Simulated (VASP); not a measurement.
Calculation: PBE GGA, VASP's PBE PAW potentials (set 64) (plane waves; VASP 6.6.1).

VASP input:

**KPOINTS**
```
Automatic mesh
0
Gamma
13 13 13
0 0 0
```

INCAR:
```
! general
SYSTEM  =BN
PREC    =Accurate
ENCUT   =400
LREAL   =F
LASPH   =T   ! aspherical one-centre terms

! electronic loop
EDIFF   =1E-8
NELM    =100   ! most electronic steps
ALGO    =Normal   ! blocked Davidson

! smearing
ISMEAR  =0
SIGMA   =0.01   ! width (eV)

! functional
GGA     =PE   ! PBE

! ions
IBRION  =8   ! DFPT with symmetry
NSW     =1   ! most ionic steps
ISIF    =2

! output
LWAVE   =F
LCHARG  =F

! other
LEPSILON=T
```

File POSCAR:
```
BN
2.5349960
  0.0000000000   0.7071068357   0.7071068357
  0.7071068357   0.0000000000   0.7071068357
  0.7071068357   0.7071068357   0.0000000000
B N
1 1
Cart
  0.0000000000   0.0000000000   0.0000000000
  1.0606602535   1.0606602535   1.0606602535
```

POTCAR, in this order: B N (PBE.64 set). Program: vasp_std.

Output of the run:

**OUTCAR**
```


 HEAD OF MICROSCOPIC STATIC DIELECTRIC TENSOR (INDEPENDENT PARTICLE, excluding Hartree and local field effects)
 ------------------------------------------------------
           4.676874    -0.000000     0.000000
           0.000000     4.676874     0.000000
          -0.000000     0.000000     4.676874
 ------------------------------------------------------

 MACROSCOPIC STATIC DIELECTRIC TENSOR (including local field effects in DFT)
 ------------------------------------------------------
           4.584771    -0.000000    -0.000000
          -0.000000     4.584771     0.000000
          -0.000000     0.000000     4.584771
 ------------------------------------------------------

 PIEZOELECTRIC TENSOR (including local field effects)  for field in x, y, z        (e  Angst)
          XX          YY          ZZ          XY          YZ          ZX
  --------------------------------------------------------------------------------
  x    -0.00000    -0.00000    -0.00000    -0.00000     0.74224    -0.00000
  y     0.00000    -0.00000     0.00000     0.00000    -0.00000     0.74224
  z     0.00000    -0.00000     0.00000     0.74224     0.00000    -0.00000

 PIEZOELECTRIC TENSOR (including local field effects)  for field in x, y, z        (C/m^2)
          XX          YY          ZZ          XY          YZ          ZX
  --------------------------------------------------------------------------------
  x    -0.00000    -0.00000    -0.00000    -0.00000     1.03238    -0.00000
  y     0.00000    -0.00000     0.00000     0.00000    -0.00000     1.03238
  z     0.00000    -0.00000     0.00000     1.03238     0.00000    -0.00000

 BORN EFFECTIVE CHARGES (including local field effects) (in |e|, cummulative output)
 ---------------------------------------------------------------------------------
 ion    1
    1     1.89009     0.00000     0.00000
    2    -0.00000     1.89009    -0.00000
    3     0.00000    -0.00000     1.89009
 ion    2
    1    -1.89009    -0.00000    -0.00000
    2     0.00000    -1.89009     0.00000
    3    -0.00000     0.00000    -1.89009

   1 f  =   32.195624 THz   202.291073 2PiTHz 1073.930427 cm-1   133.150343 meV

   2 f  =   32.195624 THz   202.291073 2PiTHz 1073.930427 cm-1   133.150343 meV

   3 f  =   32.195624 THz   202.291073 2PiTHz 1073.930427 cm-1   133.150343 meV

   4 f/i=    0.001332 THz     0.008368 2PiTHz    0.044425 cm-1     0.005508 meV

   5 f/i=    0.001332 THz     0.008368 2PiTHz    0.044425 cm-1     0.005508 meV

   6 f/i=    0.001332 THz     0.008368 2PiTHz    0.044425 cm-1     0.005508 meV

 MACROSCOPIC STATIC DIELECTRIC TENSOR IONIC CONTRIBUTION
 ------------------------------------------------------
           2.168978     0.000000     0.000000
           0.000000     2.168978     0.000000
           0.000000     0.000000     2.168978
 ------------------------------------------------------

 ELASTIC MODULI CONTR FROM IONIC RELAXATION (kBar)
 Direction    XX          YY          ZZ          XY          YZ          ZX
 --------------------------------------------------------------------------------
 XX          -0.0000     -0.0000      0.0000      0.0000     -0.0000      0.0000
 YY          -0.0000     -0.0000     -0.0000      0.0000      0.0000      0.0000
 ZZ           0.0000     -0.0000     -0.0000     -0.0000      0.0000      0.0000
 XY           0.0000      0.0000     -0.0000    -55.6624     -0.0000      0.0000
 YZ          -0.0000      0.0000      0.0000     -0.0000    -55.6624     -0.0000
 ZX           0.0000      0.0000      0.0000      0.0000     -0.0000    -55.6624
 --------------------------------------------------------------------------------

 PIEZOELECTRIC TENSOR IONIC CONTR  for field in x, y, z        (C/m^2)
          XX          YY          ZZ          XY          YZ          ZX
  --------------------------------------------------------------------------------
  x    -0.00000     0.00000     0.00000    -0.00000    -0.32695    -0.00000
  y     0.00000     0.00000     0.00000     0.00000    -0.00000    -0.32695
  z     0.00000     0.00000    -0.00000    -0.32695    -0.00000    -0.00000
```
(Selected blocks of OUTCAR.)

At this cut-off the stress carries a Pulay error, which pulls relaxed volumes low.

The structure comes from a computed database's BN entry; how it stands against other phases isn't given here. The cell was not relaxed at this level. The run is one of a series of settings (EDIFF = 1E-8, IBRION = 8, LEPSILON = .TRUE., NSW = 1 against the base run), some of them coarse on purpose.
